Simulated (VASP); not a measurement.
A convergence study with VASP on SrTiO$_{3}$ (cubic perovskite): one setting is varied, all else stays as given below, so the limit is that of these other settings.

```
SrTiO3
1.0
    3.90500     0.00000     0.00000
    0.00000     3.90500     0.00000
    0.00000     0.00000     3.90500
Sr Ti O
1 1 3
Direct
  0.00000   0.00000   0.00000
  0.50000   0.50000   0.50000
  0.50000   0.00000   0.50000
  0.00000   0.50000   0.50000
  0.50000   0.50000   0.00000
```

Computed with PBEsol GGA, VASP's PBE PAW potentials (set 64) (plane waves; VASP). The tightest run used: 700 eV cut-off, 14×14×14 Γ-centred mesh, Gaussian smearing of 0.050 eV, potentials Sr_sv Ti_sv O.

Problem. The settings run are 1×1×1 mesh; 2×2×2 mesh; 3×3×3 mesh; 5×5×5 mesh; 6×6×6 mesh; 7×7×7 mesh; 8×8×8 mesh; 9×9×9 mesh; 10×10×10 mesh; 11×11×11 mesh; 12×12×12 mesh; 13×13×13 mesh; 14×14×14 mesh. From which on does the stress (every component) stay within 0.2 GPa of the tightest run?

Solution. From 5×5×5 mesh on: it is off by 0.01 there and by no more than 0.2 in any finer run, while 3×3×3 mesh is off by 0.33.
```
setting        E (eV/atom)  pressure (GPa)  irreducible k-points  difference judged (GPa)
-------------  -----------  --------------  --------------------  -----------------------
1×1×1 mesh         -4.5992           52.10                     1                    53.58
2×2×2 mesh         -8.2490            1.01                     4                     2.49
3×3×3 mesh         -8.3845           -1.15                     4                     0.33
5×5×5 mesh         -8.4052           -1.47                    10                     0.01
6×6×6 mesh         -8.4058           -1.48                    20                     0.00
7×7×7 mesh         -8.4059           -1.48                    20                     0.00
8×8×8 mesh         -8.4059           -1.48                    35                     0.00
9×9×9 mesh         -8.4059           -1.48                    35                     0.00
10×10×10 mesh      -8.4059           -1.48                    56                     0.00
11×11×11 mesh      -8.4059           -1.48                    56                     0.00
12×12×12 mesh      -8.4059           -1.48                    84                     0.00
13×13×13 mesh      -8.4059           -1.48                    84                     0.00
14×14×14 mesh      -8.4059           -1.48                   120                     0.00
```

Left out are rungs that failed or repeat a setting and relaxations that didn't move; long series are thinned to 24 rows.

The compound is SrTiO3 in the cubic perovskite structure, the ideal cubic form; the compound distorts at low or room temperature. The cell was not relaxed at this level.
